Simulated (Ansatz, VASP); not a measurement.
## BeAl3: VASP beside Ansatz

```
Al Be
1.0
    -1.98028    1.98028    3.92744
     1.98028   -1.98028    3.92744
     1.98028    1.98028   -3.92744
Al Be
3 1
Direct
  0.50000 0.50000 0.00000
  0.25000 0.75000 0.50000
  0.75000 0.25000 0.50000
  0.00000 0.00000 0.00000
```

Change from the starting cell: volume scaled by 1.06.

Alike in both runs: task single point; functional PBE; k mesh 10 × 10 × 10; occupations fermi-dirac, width 0.05 eV; no spin polarisation.

|  | VASP | Ansatz |
| --- | --- | --- |
| version | VASP 6.6.1 | Ansatz 0.2.0 |
| potentials or method | VASP PAW PBE potentials, release 64 (Al, Be) | Ansatz PAW |
| plane-wave cutoff (eV) | 520 | 420 |
| valence electrons in the cell | 11 | 11 |

```csv
,VASP,Ansatz,Ansatz less VASP
gap on the k mesh at the Fermi level (eV),none,none,-
pressure (GPa),-4.1,-4.1,+0.02
largest component of the traceless stress (GPa),0.51,0.52,+0.001
```

A gap of «none» marks a metal or a gap that the smearing closes.
